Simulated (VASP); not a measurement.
Calculation: revPBE GGA, VASP's PBE PAW potentials (set 64) (plane waves; VASP).

VASP input:

### KPOINTS
```
Automatic
0
G
  9 9 9
```

**INCAR**
```
SYSTEM = Pt3Ti
PREC = Accurate
ENCUT = 520
EDIFF = 1E-7
NELM = 100
ALGO = Normal
LREAL = .FALSE.
LASPH = .TRUE.
ISMEAR = -5
GGA = RE
LMAXMIX = 6
LWAVE = .FALSE.
LCHARG = .TRUE.
LORBIT = 11
NEDOS = 601
ISIF = 2
LEFG = .TRUE.
```

File POSCAR:
```
Pt3Ti
1
    3.9634903847     0.0000000000     0.0000000000
    0.0000000000     3.9634903847     0.0000000000
    0.0000000000     0.0000000000     3.9634903847
Ti Pt
1 3
Direct
  0.0000000000   0.0000000000   0.0000000000
  0.0000000000   0.5000000000   0.5000000000
  0.5000000000   0.0000000000   0.5000000000
  0.5000000000   0.5000000000   0.0000000000
```

POTCAR, in this order: Ti_sv Pt (PBE.64 set). Program: vasp_std.

The run wrote:

File OSZICAR:
```
       N       E                     dE             d eps       ncg     rms          rms(c)
DAV:   1     0.384828542370E+03    0.38483E+03   -0.21365E+04  1751   0.181E+03
DAV:   2     0.514426404907E+01   -0.37968E+03   -0.37272E+03  1864   0.450E+02
DAV:   3    -0.296535865175E+02   -0.34798E+02   -0.33997E+02  2655   0.113E+02
DAV:   4    -0.307724330781E+02   -0.11188E+01   -0.11152E+01  2088   0.219E+01
DAV:   5    -0.308098809448E+02   -0.37448E-01   -0.37429E-01  2591   0.385E+00    0.199E+01
DAV:   6    -0.293817274230E+02    0.14282E+01   -0.27124E+01  2509   0.341E+01    0.158E+01
DAV:   7    -0.284823083217E+02    0.89942E+00   -0.37056E+01  2586   0.353E+01    0.967E+00
DAV:   8    -0.277936890545E+02    0.68862E+00   -0.17212E+00  2474   0.980E+00    0.449E+00
DAV:   9    -0.276842622123E+02    0.10943E+00   -0.19732E+00  2638   0.760E+00    0.210E+00
DAV:  10    -0.276416159524E+02    0.42646E-01   -0.25365E-01  2513   0.336E+00    0.449E-01
DAV:  11    -0.276428031600E+02   -0.11872E-02   -0.24487E-03  2015   0.404E-01    0.437E-01
DAV:  12    -0.276406121366E+02    0.21910E-02   -0.12533E-02  2606   0.661E-01    0.209E-02
DAV:  13    -0.276406269259E+02   -0.14789E-04   -0.14698E-04  1987   0.866E-02    0.112E-02
DAV:  14    -0.276406227977E+02    0.41282E-05   -0.15875E-05  2511   0.264E-02    0.920E-03
DAV:  15    -0.276406264828E+02   -0.36851E-05   -0.58476E-06  2283   0.203E-02    0.199E-03
DAV:  16    -0.276406272711E+02   -0.78824E-06   -0.50164E-07  2184   0.393E-03    0.112E-03
DAV:  17    -0.276406269918E+02    0.27932E-06   -0.65272E-08  1015   0.206E-03    0.314E-04
DAV:  18    -0.276406270526E+02   -0.60848E-07   -0.95236E-09   949   0.882E-04
   1 F= -.27640627E+02 E0= -.27640627E+02  d E =0.000000E+00
```

OUTCAR:
```
------------------------ aborting loop because EDIFF is reached ----------------------------------------
  FORCE on cell =-STRESS in cart. coord.  units (eV):
  Direction    XX          YY          ZZ          XY          YZ          ZX
  --------------------------------------------------------------------------------------
  Total       -0.0445350     -0.0445350     -0.0445350     -0.0000000      0.0000000     -0.0000000
  in kB       -1.1459834     -1.1459834     -1.1459834     -0.0000000      0.0000000     -0.0000000
  external PRESSURE =      -1.1459834 kB  Pullay stress =       0.0000000 kB
  volume of cell :       62.26
      direct lattice vectors                 reciprocal lattice vectors
     3.963490385  0.000000000  0.000000000     0.252302870  0.000000000  0.000000000
     0.000000000  3.963490385  0.000000000     0.000000000  0.252302870  0.000000000
     0.000000000  0.000000000  3.963490385     0.000000000  0.000000000  0.252302870
 POSITION                                       TOTAL-FORCE (eV/Angst)
 -----------------------------------------------------------------------------------
      0.00000      0.00000      0.00000         0.000000      0.000000      0.000000
      0.00000      1.98175      1.98175         0.000000      0.000000      0.000000
      1.98175      0.00000      1.98175         0.000000      0.000000      0.000000
      1.98175      1.98175      0.00000         0.000000      0.000000      0.000000
 -----------------------------------------------------------------------------------
    total drift:                                0.000000      0.000000     -0.000000
  FREE ENERGIE OF THE ION-ELECTRON SYSTEM (eV)
  ---------------------------------------------------
  free  energy   TOTEN  =       -27.6406270526 eV

  energy  without entropy=      -27.6406270526  energy(sigma->0) =      -27.64062705

 total charge

# of ion       s       p       d       tot
------------------------------------------
    1        2.203   6.141   1.746  10.089
    2        0.677   0.619   8.042   9.338
    3        0.677   0.619   8.042   9.338
    4        0.677   0.619   8.042   9.338
--------------------------------------------------
tot          4.234   7.999  25.872  38.105

 Electric field gradients after diagonalization (V/A^2)
 (convention: |V_zz| > |V_xx| > |V_yy|)
----------------------------------------------------------------------
 ion       V_xx      V_yy      V_zz     asymmetry (V_yy - V_xx)/ V_zz
----------------------------------------------------------------------
   1      -0.000     0.000    -0.000      -0.341
   2      32.647    32.647   -65.293       0.000
   3      32.647    32.647   -65.293       0.000
   4      32.647    32.647   -65.293       0.000
```
(Selected blocks of OUTCAR.)

**OUTCAR**
```
 val. band max:       11.0481985358   @ k =   0.1111   0.1111   0.1111

 cond. band min:      11.0383047385   @ k =   0.4444   0.1111   0.1111


 Fermi energy:        11.0842042457

 k-point     1 :       0.0000    0.0000    0.0000
  band No.  band energies     occupation
      1     -47.3361      2.00000
      2     -23.4858      2.00000
      3     -23.4858      2.00000
      4     -23.4858      2.00000
      5       1.3236      2.00000
      6       4.1446      2.00000
      7       4.4646      2.00000
      8       4.4646      2.00000
      9       4.7731      2.00000
     10       4.7731      2.00000
     11       4.7731      2.00000
     12       7.6592      2.00000
     13       7.6592      2.00000
     14       7.6592      2.00000
     15       9.4483      2.00000
     16       9.4483      2.00000
     17      10.5014      2.00000
     18      11.0444      2.00000
     19      11.0444      2.00000
     20      11.0444      2.00000
     21      12.3220     -0.00515
     22      12.3220      0.00000
     23      12.6609      0.00000
     24      12.6609      0.00000
     25      12.6609      0.00000

 k-point     2 :       0.1111    0.0000    0.0000
  band No.  band energies     occupation
      1     -47.3359      2.00000
      2     -23.4883      2.00000
      3     -23.4861      2.00000
      4     -23.4861      2.00000
      5       1.4798      2.00000
      6       4.2412      2.00000
      7       4.5173      2.00000
      8       4.5935      2.00000
      9       4.8298      2.00000
     10       4.8662      2.00000
     11       4.8662      2.00000
     12       7.5675      2.00000
     13       7.7044      2.00000
     14       7.7044      2.00000
     15       9.3193      2.00000
     16       9.4675      2.00000
     17      10.3657      2.00000
     18      10.4252      2.00000
     19      10.4252      2.00000
     20      11.0448      2.00000
     21      11.7208     -0.25834
     22      12.2307      0.00000
     23      12.2307      0.00000
...
```

For a metal the tetrahedron method with Blöchl corrections gives inexact stress and forces. Unless said otherwise, spin-orbit coupling is left out, though it shifts the bands of the heavy elements here.

The compound is Pt3Ti in the L1_2 structure. It was relaxed first.
